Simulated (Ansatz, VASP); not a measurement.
Two plane-wave programs on NiS

```
Ni S
1.0
     3.42500    0.00000    0.00000
    -1.71250    2.96614    0.00000
     0.00000    0.00000    5.34000
Ni S
2 2
Direct
  0.00000 0.00000 0.00000
  0.00000 0.00000 0.50000
  0.33333 0.66667 0.25000
  0.66667 0.33333 0.75000
```

Alike in both runs: task single point; functional LDA; k mesh 6 × 6 × 4; occupations gaussian, width 0.05 eV; collinear spin; Hubbard terms Ni d U = 4.0 eV.

|  | VASP | Ansatz |
| --- | --- | --- |
| version | VASP 6.6.1 | Ansatz 0.2.0 |
| potentials or method | VASP PAW LDA potentials, release 64 (Ni, S) | scalar-relativistic, plane waves, PAW |
| plane-wave cutoff (eV) | 520 | 420 |
| valence electrons in the cell | 32 | 48 |

VASP gave:

- gap on the k mesh at the Fermi level (eV): none
- pressure (GPa): -12.2
- largest component of the traceless stress (GPa): 1.78
- net moment per atom (μB): 0.48
- size of the moment on the site where the two differ most (μB): 0.80

Q: What did Ansatz give for the same quantities?

A: gap on the k mesh at the Fermi level (eV): none; pressure (GPa): -9.3; largest component of the traceless stress (GPa): 1.96; net moment per atom (μB): 0.43; size of the moment on the site where the two differ most (μB): 0.71.

Site moments also hang on the region over which each program counts them. The programs project onto different local orbitals, so the same U acts differently. A gap of «none» marks a metal or a gap that the smearing closes. The two sets of potentials don't hold the same shells in valence. Ansatz warned: «filled_band_counts_differ_across_k_points».

The state reached can hang on the start; a lower one may exist.
